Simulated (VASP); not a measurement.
Input of a VASP 6.6.1 run:

INCAR

```
SYSTEM = P4Pd
PREC     = Accurate       ! precision mode
ENCUT    = 600            ! plane-wave cutoff, eV
EDIFF    = 1E-6           ! SCF threshold, eV
ISMEAR   = 0              ! smearing method
SIGMA    = 0.05           ! smearing width, eV
LREAL    = .FALSE.        ! projectors in reciprocal space
LASPH    = .TRUE.         ! aspherical terms in the spheres
NELM     = 80             ! most SCF steps
ALGO     = Normal         ! electronic algorithm
ISIF     = 3              ! what is computed and relaxed
LWAVE    = .FALSE.        ! write WAVECAR
LCHARG   = .FALSE.        ! write CHGCAR
GGA      = PE             ! functional
IBRION   = 2              ! ionic algorithm
NSW      = 60             ! ionic steps
EDIFFG   = -0.01          ! ionic threshold
```

The input KPOINTS:

```
regular mesh
0
G
  7 7 4
  0 0 0
```

File POSCAR:

```
P4Pd
1.0
    3.8777035800      0.0000000000      0.0000000000
    0.0000000000      3.8777035800      0.0000000000
    0.0000000000      0.0000000000      7.6111243000
P Pd
4 1
Direct
    0.0000000000      0.0000000000      0.7583594700
    0.0000000000      0.0000000000      0.2416405300
    0.0000000000      0.0000000000      0.5000000000
    0.5000000000      0.5000000000      0.5000000000
    0.5000000000      0.5000000000      0.0000000000
```

Potentials or basis: VASP PAW PBE potentials, release 64 (P, Pd).

Command:

```console
$ cat potpaw_PBE.64/P/POTCAR potpaw_PBE.64/Pd/POTCAR > POTCAR
$ mpirun -np 1 vasp_std > vasp.out
```

Task: Estimate the relaxed cell.

Result: a = 3.348 Å, b = 3.348 Å, c = 7.475 Å, α = 90.00°, β = 90.00°, γ = 90.00°.

Task: Predict the band gap on the k mesh.

Result: None (metal or under the smearing width).

Forces on the atoms (eV/Å):
```
P    0.000  0.000 -0.006
P    0.000  0.000  0.006
P    0.000  0.000  0.000
P    0.000  0.000  0.000
Pd   0.000  0.000  0.000
```
